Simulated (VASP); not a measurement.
Computed with PBE GGA with D4 dispersion, VASP's PBE PAW potentials (set 64) (plane waves; VASP).

VASP ran on this input.

File POSCAR:
```
PdIn
3.3339160
  1.0000000444   0.0000000000   0.0000000000
  0.0000000000   1.0000000444   0.0000000000
  0.0000000000   0.0000000000   1.0000000444
In Pd
1 1
Cart
  0.5000000222   0.5000000222   0.5000000222
  0.0000000000   0.0000000000   0.0000000000
```

### KPOINTS
```
Automatic mesh
0
Gamma
11 11 11
0 0 0
```

### INCAR
```
# general
SYSTEM =PdIn
PREC   =Accurate
ENCUT  =520
LREAL  =.FALSE.
LASPH  =.TRUE.

# electronic loop
EDIFF  =1E-7
NELM   =100
ALGO   =Normal
LMAXMIX=4

# smearing
ISMEAR =1
SIGMA  =0.1

# functional
GGA    =PE
IVDW   =13

# ions
ISIF   =2

# output
LWAVE  =.FALSE.
LCHARG =.FALSE.
```

POTCAR, in this order: In_d Pd (PBE.64 set). Program: vasp_std.

The resulting files:

**OUTCAR**
```
 ion  position               nearest neighbor table
   1  0.500  0.500  0.500-   2 2.89   2 2.89   2 2.89   2 2.89   2 2.89   2 2.89   2 2.89   2 2.89
  LATTYP: Found a simple cubic cell.
 ALAT       =     3.3339161480
 Subroutine PRICEL returns:
 Original cell was already a primitive cell.
 Subroutine GETGRP returns: Found 48 space group operations
The static configuration has the point symmetry O_h .
The dynamic configuration has the point symmetry O_h .
 Subroutine INISYM returns: Found 48 space group operations
 Subroutine IBZKPT returns following result:
 Found     56 irreducible k-points:

 Following reciprocal coordinates:
            Coordinates               Weight
  0.000000  0.000000  0.000000      1.000000
  0.090909  0.000000  0.000000      6.000000
  0.181818  0.000000  0.000000      6.000000
  0.272727  0.000000  0.000000      6.000000
  0.363636  0.000000  0.000000      6.000000
  0.454545  0.000000  0.000000      6.000000
  0.090909  0.090909  0.000000     12.000000
  0.181818  0.090909  0.000000     24.000000
  0.272727  0.090909  0.000000     24.000000
  0.363636  0.090909  0.000000     24.000000
...
```

### OSZICAR
```
       N       E                     dE             d eps       ncg     rms          rms(c)
DAV:   1     0.161969808802E+03    0.16197E+03   -0.11421E+04  1708   0.194E+03
DAV:   2    -0.978173027024E+00   -0.16295E+03   -0.15873E+03  1757   0.412E+02
DAV:   3    -0.878739452715E+01   -0.78092E+01   -0.77688E+01  2107   0.958E+01
DAV:   4    -0.892526783778E+01   -0.13787E+00   -0.13784E+00  2062   0.122E+01
DAV:   5    -0.893156222261E+01   -0.62944E-02   -0.62943E-02  2450   0.231E+00    0.563E+00
DAV:   6    -0.877814921004E+01    0.15341E+00   -0.37630E-01  2058   0.944E+00    0.264E+00
DAV:   7    -0.874811484063E+01    0.30034E-01   -0.71100E-02  2238   0.482E+00    0.118E+00
DAV:   8    -0.874211999697E+01    0.59948E-02   -0.22331E-02  1848   0.146E+00    0.363E-01
DAV:   9    -0.874146389775E+01    0.65610E-03   -0.19050E-03  2170   0.763E-01    0.586E-02
DAV:  10    -0.874146994721E+01   -0.60495E-05   -0.57547E-05  2263   0.118E-01    0.236E-02
DAV:  11    -0.874147105967E+01   -0.11125E-05   -0.63376E-06  2031   0.274E-02    0.298E-03
DAV:  12    -0.874147130005E+01   -0.24038E-06   -0.24084E-07  2162   0.515E-03    0.190E-03
DAV:  13    -0.874147122275E+01    0.77300E-07   -0.16838E-08  1134   0.167E-03
   1 F= -.96389656E+01 E0= -.96386117E+01  d E =-.106159E-02
```

### OUTCAR
```
------------------------ aborting loop because EDIFF is reached ----------------------------------------
  Edisp (eV):   -0.89749
  FORCE on cell =-STRESS in cart. coord.  units (eV):
  Direction    XX          YY          ZZ          XY          YZ          ZX
  --------------------------------------------------------------------------------------
  Total      -1.50694    -1.50694    -1.50694    -0.00000     0.00000    -0.00000
  in kB     -65.15409   -65.15409   -65.15409    -0.00000     0.00000    -0.00000
  external pressure =      -65.15 kB  Pullay stress =        0.00 kB
  volume of cell :       37.06
      direct lattice vectors                 reciprocal lattice vectors
     3.333916148  0.000000000  0.000000000     0.299947556  0.000000000  0.000000000
     0.000000000  3.333916148  0.000000000     0.000000000  0.299947556  0.000000000
     0.000000000  0.000000000  3.333916148     0.000000000  0.000000000  0.299947556
 POSITION                                       TOTAL-FORCE (eV/Angst)
 -----------------------------------------------------------------------------------
      1.66696      1.66696      1.66696         0.000000      0.000000      0.000000
      0.00000      0.00000      0.00000         0.000000      0.000000      0.000000
 -----------------------------------------------------------------------------------
    total drift:                                0.000000      0.000000      0.000000
  FREE ENERGIE OF THE ION-ELECTRON SYSTEM (eV)
  ---------------------------------------------------
  free  energy   TOTEN  =        -9.6389655765 eV

  energy  without entropy=       -9.6379039874  energy(sigma->0) =       -9.63861171
```
(Selected blocks of OUTCAR.)

The compound is PdIn in the CsCl type structure. This cell is one point of a volume scan, at 1.06 of the reference volume. The electron count is odd and the run is not spin-polarised, which forces a metal.
